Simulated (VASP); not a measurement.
Cost and result of VASP (PAW) for the lattice constant a of PbF2 (fluorite). Static lattice. The cost counts the five points of the equation of state, each on the mesh and cut-off of its row, so the ratios hold those differences too. With PBE it took about 70 core-seconds. The timings are rough (shared machines, no repeats); factors under 2 mean little.

```tsv
level	k-mesh	cut-off (eV)	lattice constant a (Å)	cost over PBE
RPBE	6×6×6	520	6.101	within a factor of 2
LDA	7×7×7	520	5.819	within a factor of 2
PBE-D3(BJ)	7×7×7	520	5.965	within a factor of 2
PBEsol	7×7×7	520	___	within a factor of 2
PBE	7×7×7	520	6.003	reference
r2SCAN	7×7×7	520	5.927	about 6 times
SCAN	7×7×7	520	___	___
```

**Question.** Complete the blanks.

**Answer.** 
- PBEsol, lattice constant a (Å): 5.902
- SCAN, lattice constant a (Å): 5.909
- SCAN, cost over PBE: about 8 times

Left out are levels that failed, ran on another kind of processor or have no fit band path; at most nine are shown.

The compound is PbF2 in the fluorite structure, the β form.
